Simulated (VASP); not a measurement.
An input for Ansatz (written as the equivalent of a VASP run, and not itself run):

Ansatz 0.2 input:
```yaml
crystal:
  lattice:
    - [0.0000000, 2.0546434, 2.0546434]
    - [2.0546434, 0.0000000, 2.0546434]
    - [2.0546434, 2.0546434, 0.0000000]
  atoms:
    - { symbol: Au, position: [0.0000000, 0.0000000, 0.0000000] }
kpoints:
  mp_grid: { grid: [15, 15, 15] }
hamiltonian:
  xc: r2scan
  dispersion: rvv10
  pseudopotentials: { kind: paw }
scf:
  occupations: { method: methfessel_paxton, width: 0.1 }
  max_iter: 100
output: { forces: true, stress: true, eigenvalues: true }
```

Write the VASP files for the same calculation (r2SCAN+rVV10).

This is not unique; one that fits is 
### POSCAR
```
Au
1
    0.0000000000     2.0546434410     2.0546434410
    2.0546434410     0.0000000000     2.0546434410
    2.0546434410     2.0546434410     0.0000000000
Au
1
Direct
  0.0000000000   0.0000000000   0.0000000000
```

### KPOINTS
```
K-points
0
gamma
  15 15 15
```

### INCAR
```
LCHARG = .FALSE.
LREAL = .FALSE.   # projection in real space or not
PREC = Accurate
LMIXTAU = .TRUE.
EDIFF = 1E-7   # SCF stop (eV)
ISMEAR = 1   # Methfessel-Paxton
CPARAM = 0.0093
LASPH = .TRUE.   # aspherical one-centre terms
SIGMA = 0.1   # width (eV)
ALGO = Normal
LUSE_VDW = .TRUE.
LWAVE = .FALSE.
ENCUT = 520   # plane-wave cut-off (eV)
SYSTEM = Au
METAGGA = R2SCAN
ISIF = 2   # forces and stress, cell fixed
NELM = 100
LMAXMIX = 6   # l cut-off of mixed one-centre charges
BPARAM = 11.95
```

POTCAR, in this order: Au (PBE.64 set). Program: vasp_std.

The two are equivalent in intent, not identical: each code has its own PAW files, so the cut-off isn't converted (ENCUT is set for VASP's; basis.ecutwfc is left out, and Ansatz then takes the one that its files recommend); Ansatz stops its SCF on the density residual and VASP on the energy change (EDIFF).

The compound is Au in the fcc structure. It was relaxed first.
